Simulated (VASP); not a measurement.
# Mo3Ru3C2 (P-3m1) in VASP: reference runs, part 2 of 2

VASP 6.6.1. Earlier steps stand in the parts before.

### Step 6. Equation of state, PBE, 12.47 Å³/atom (volume scaled by 0.98)

Input file INCAR:

```
  PREC = Accurate
  ENCUT = 520
  EDIFF = 1E-7
  ISMEAR = -1
  SIGMA = 0.05
  LREAL = F
  LASPH = T
  NELM = 80
  ALGO = Normal
  ISIF = 2
  LWAVE = F
  LCHARG = F
  GGA = PE
  NBANDS = 56
```

Input file KPOINTS:

```
regular mesh
0
Gamma
  10 10 2
```

Input file POSCAR:

```
Mo3Ru3C2
1.0
    2.8897433436      0.0000000000      0.0000000000
   -1.4448716718      2.5025911460      0.0000000000
    0.0000000000      0.0000000000     13.7901396204
Ru Mo C
3 3 2
Direct
    0.3333333333      0.6666666667      0.3459835000
    0.0000000000      0.0000000000      0.5000000000
    0.6666666667      0.3333333333      0.6540165000
    0.3333333333      0.6666666667      0.8121105000
    0.0000000000      0.0000000000      0.0000000000
    0.6666666667      0.3333333333      0.1878895000
    0.6666666667      0.3333333333      0.9011725000
    0.3333333333      0.6666666667      0.0988275000
```

Potentials or basis: VASP PAW PBE potentials, release 64 (Ru_pv, Mo_sv, C).

On the command line:

```sh
cat potpaw_PBE.64/Ru_pv/POTCAR potpaw_PBE.64/Mo_sv/POTCAR potpaw_PBE.64/C/POTCAR > POTCAR
mpirun -np 1 vasp_std > vasp.out
```

Run time: 2 min. Hardware: 1 thread of Intel Xeon 6975P-C (Granite Rapids), shared host; peak memory 0.31 GiB.

It converged, with:

```yaml
Free_energy: -77.8056 eV
Pressure: 3.6 GPa
Largest_force: 0.265 eV/Å
Band_gap_on_the_k_mesh: none (metal or under the smearing width)
```

### Step 7. Equation of state, PBE, 12.97 Å³/atom (volume scaled by 1.02)

Input file INCAR:

```
PREC = Accurate
ENCUT = 520
EDIFF = 1E-7
ISMEAR = -1
SIGMA = 0.05
LREAL = False
LASPH = True
NELM = 60
ALGO = Normal
ISIF = 2
LWAVE = False
LCHARG = False
GGA = PE
NBANDS = 56
```

KPOINTS is that of step 6.

Edit POSCAR of step 6 so:

```diff
@@ -2,5 +2,5 @@
 1.0
-    2.8897433436      0.0000000000      0.0000000000
-   -1.4448716718      2.5025911460      0.0000000000
-    0.0000000000      0.0000000000     13.7901396204
+    2.9285364739      0.0000000000      0.0000000000
+   -1.4642682370      2.5361869823      0.0000000000
+    0.0000000000      0.0000000000     13.9752642559
 Ru Mo C
```

On the command line:

```sh
cat potpaw_PBE.64/Ru_pv/POTCAR potpaw_PBE.64/Mo_sv/POTCAR potpaw_PBE.64/C/POTCAR > POTCAR
mpirun -np 1 vasp_std > vasp.out
```

Wall time 2 min (1 thread of Intel Xeon 6975P-C (Granite Rapids), shared host); peak memory 0.32 GiB.

The run converged. Its results:

```yaml
Free_energy: -77.7503 eV
Pressure: -7.8 GPa
Largest_force: 0.064 eV/Å
Band_gap_on_the_k_mesh: none (metal or under the smearing width)
```

### Step 8. Equation of state, PBE, 13.23 Å³/atom (volume scaled by 1.04)

Input file INCAR:

```
SYSTEM = Mo3Ru3C2
ALGO = Normal ; EDIFF = 1E-7
ENCUT = 520 ; GGA = PE
ISIF = 2 ; ISMEAR = -1
LASPH = .TRUE. ; LCHARG = .FALSE.
LREAL = .FALSE. ; LWAVE = .FALSE.
NBANDS = 56 ; NELM = 60
PREC = Accurate ; SIGMA = 0.05
```

Input file KPOINTS:

```
k-points
0
G
  10 10 2
  0 0 0
```

Edit POSCAR of step 7 so:

```diff
@@ -2,5 +2,5 @@
 1.0
-    2.9285364739      0.0000000000      0.0000000000
-   -1.4642682370      2.5361869823      0.0000000000
-    0.0000000000      0.0000000000     13.9752642559
+    2.9475534774      0.0000000000      0.0000000000
+   -1.4737767387      2.5526561905      0.0000000000
+    0.0000000000      0.0000000000     14.0660152680
 Ru Mo C
```

On the command line:

```sh
cat potpaw_PBE.64/Ru_pv/POTCAR potpaw_PBE.64/Mo_sv/POTCAR potpaw_PBE.64/C/POTCAR > POTCAR
mpirun -np 1 vasp_std > vasp.out
```

Run time: 2.1 min. Hardware: 1 thread of Intel Xeon 6975P-C (Granite Rapids), shared host; peak memory 0.32 GiB.

It converged, with:

```yaml
Free_energy: -77.6215 eV
Pressure: -12.6 GPa
Largest_force: 0.212 eV/Å
Band_gap_on_the_k_mesh: none (metal or under the smearing width)
```

### Step 9. Equation of state, PBE, 13.48 Å³/atom (volume scaled by 1.06)

Input file INCAR:

```
PREC = Accurate ; ENCUT = 520
EDIFF = 1E-7 ; ISMEAR = -1
SIGMA = 0.05 ; LREAL = F
LASPH = T ; NELM = 80
ALGO = Normal ; ISIF = 2
LWAVE = F ; LCHARG = F
GGA = PE ; NBANDS = 56
```

Input file KPOINTS:

```
Automatic mesh
0
Gamma
  10 10 2
```

Edit POSCAR of step 8 so:

```diff
@@ -2,5 +2,5 @@
 1.0
-    2.9475534774      0.0000000000      0.0000000000
-   -1.4737767387      2.5526561905      0.0000000000
-    0.0000000000      0.0000000000     14.0660152680
+    2.9663282096      0.0000000000      0.0000000000
+   -1.4831641048      2.5689155855      0.0000000000
+    0.0000000000      0.0000000000     14.1556101375
 Ru Mo C
```

Potentials or basis: VASP PAW PBE potentials, release 64 (Ru_pv, Mo_sv, C).

On the command line:

```sh
cat potpaw_PBE.64/Ru_pv/POTCAR potpaw_PBE.64/Mo_sv/POTCAR potpaw_PBE.64/C/POTCAR > POTCAR
mpirun -np 1 vasp_std > vasp.out
```

OUTCAR:

```text
PREC = Accurate
   ENCUT = 520
   EDIFF = 1E-7
   ISMEAR = -1
   LREAL = F
   LASPH = T
   NELM = 80
   ISIF = 2
   GGA = PE

 Found     28 irreducible k-points:

 Following reciprocal coordinates:
            Coordinates               Weight
  0.000000  0.000000  0.000000      1.000000
  0.100000 -0.000000  0.000000      6.000000
  0.200000 -0.000000  0.000000      6.000000
  0.300000 -0.000000  0.000000      6.000000
[... 437 lines left out ...]
  -------------------------------------------------------------------------------------
  Total      -11.2311078    -11.2311078    -11.6692440      0.0000000      0.0000000      0.0000000
  in kB     -166.8151734   -166.8151734   -173.3227913      0.0000000      0.0000000      0.0000000
  external PRESSURE =    -168.9843794 kB  Pullay stress =       0.0000000 kB

 VOLUME and BASIS-vectors are now :
 -----------------------------------------------------------------------------
  energy-cutoff  :      520.00
  volume of cell :      107.87
      direct lattice vectors                 reciprocal lattice vectors
     2.966328210  0.000000000  0.000000000     0.337117112  0.194634656  0.000000000
    -1.483164105  2.568915586  0.000000000     0.000000000  0.389269311  0.000000000
     0.000000000  0.000000000 14.155610138     0.000000000  0.000000000  0.070643370

 POSITION                                       TOTAL-FORCE (eV/Angst)
 -----------------------------------------------------------------------------------
     -0.00000      1.71261      4.89761         0.000000     -0.000000     -0.004422
      0.00000      0.00000      7.07781        -0.000000      0.000000     -0.000000
      1.48316      0.85631      9.25800        -0.000000      0.000000      0.004422
     -0.00000      1.71261     11.49592        -0.000000     -0.000000      0.351917
      0.00000      0.00000      0.00000        -0.000000      0.000000     -0.000000
      1.48316      0.85631      2.65969        -0.000000      0.000000     -0.351917
      1.48316      0.85631     12.75665        -0.000000      0.000000     -0.029458
     -0.00000      1.71261      1.39896         0.000000     -0.000000      0.029458
 -----------------------------------------------------------------------------------
    total drift:                                0.000000      0.000000      0.000000

  FREE ENERGIE OF THE ION-ELECTRON SYSTEM (eV)
  ---------------------------------------------------
  free  energy   TOTEN  =       -77.4348614765 eV

  energy  without entropy=      -77.3573792933  energy(sigma->0) =      -77.39612038
```

OSZICAR:

```text
N       E                     dE             d eps       ncg     rms          rms(c)
DAV:   1     0.109757925439E+04    0.10976E+04   -0.54692E+04  3152   0.174E+03
DAV:   2    -0.347266874923E+02   -0.11323E+04   -0.10981E+04  3352   0.541E+02
DAV:   3    -0.862183669905E+02   -0.51492E+02   -0.49675E+02  4184   0.109E+02
[... 14 lines left out ...]
DAV:  18    -0.774348625338E+02    0.72610E-05   -0.52567E-05  3616   0.376E-02    0.148E-02
DAV:  19    -0.774348620698E+02    0.46408E-06   -0.11261E-05  3768   0.155E-02    0.800E-03
DAV:  20    -0.774348616088E+02    0.46099E-06   -0.77812E-07  3336   0.413E-03    0.186E-03
DAV:  21    -0.774348614824E+02    0.12640E-06   -0.15828E-07  2168   0.211E-03    0.548E-04
DAV:  22    -0.774348614765E+02    0.58626E-08   -0.34719E-08  1872   0.704E-04
   1 F= -.77434861E+02 E0= -.77396120E+02  d E =-.774822E-01
```

Run time: 2.5 min. Hardware: 1 thread of Intel Xeon 6975P-C (Granite Rapids), shared host; peak memory 0.32 GiB.

Results:

```yaml
Free_energy: -77.4349 eV
Pressure: -16.9 GPa
Largest_force: 0.352 eV/Å
Band_gap_on_the_k_mesh: none (metal or under the smearing width)
```

### Step 10. Equation of state, PBE

No new run: the results of the series are fitted here.

What came out:

```
Equilibrium volume                        : 12.62 Å³/atom
Bulk modulus at fixed shape and positions : 295 GPa
Pressure derivative of the bulk modulus   : 4.5
```

Energy against volume, from the lowest point:
```csv
volume (Å³/atom),energy (meV/atom)
11.957,34.81
12.212,12.28
12.466,1.08
12.720,0.00
12.975,7.99
13.229,24.08
13.484,47.42
```

Caveat: the cell was scaled at fixed shape and fractional positions, which overstates the stiffness of a crystal with free parameters, most of all of layers and chains.

### Step 11. Overview

```tsv
task	cell	gap on the mesh (eV)	pressure (GPa)	largest force (eV/Å)
single point	as given	none	-2.4	0.10
single point	atoms moved at random, drawn with an rms of 0.05 Å	none	-2.1	1.22
equation of state	as given	-	-	-
```

Alike in all rows: level PBE; potentials or basis VASP PAW PBE potentials, release 64 (Ru_pv, Mo_sv, C); no spin polarisation; k mesh 10 × 10 × 2; cutoff (eV) 520; smearing fermi-dirac 0.05 eV.

Caveats: the cell was scaled at fixed shape and fractional positions, which overstates the stiffness of a crystal with free parameters, most of all of layers and chains (some runs).

Total energies depend on the potentials used, so only differences within one code and one set of settings carry meaning.
